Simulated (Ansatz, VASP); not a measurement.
ZrBrF in VASP and in Ansatz

```
Zr Br F
1.0
     3.69577    0.00000    0.00000
     0.00000    3.69594    0.00000
     0.00000    0.00000    5.27958
Zr Br F
1 1 1
Direct
  0.00000 0.00000 0.00000
  0.50000 0.50000 0.00000
  0.50000 0.50000 0.50000
```

Change from the starting cell: species swapped into the TmCoC type (Pmmm, No. 47).

Alike in both runs: functional PBE; k mesh 4 × 4 × 4; occupations gaussian, width 0.1 eV; no spin polarisation.

Ansatz relaxed the structure, and its values are those at the end. VASP's run is a single point on that final structure, the one shown.

|  | VASP | Ansatz |
| --- | --- | --- |
| version | VASP 6.6.1 | Ansatz 0.2.0 |
| potentials or method | VASP PAW PBE potentials, release 64 (Zr_sv, Br, F) | scalar-relativistic, plane waves, PAW |
| plane-wave cutoff (eV) | 520 | 420 |
| valence electrons in the cell | 26 | 26 |

|  | VASP | Ansatz | Ansatz less VASP |
| --- | --- | --- | --- |
| gap on the k mesh at the Fermi level (eV) | none | none | - |
| pressure (GPa) | 0.0 | 0.1 | +0.05 |

A gap of «none» marks a metal or a gap that the smearing closes. With one functional, cell and mesh, what is left measures potentials, basis and numerics.

Caveats: the k mesh is coarse (spacing up to 0.43 Å⁻¹), so the values aren't converged.
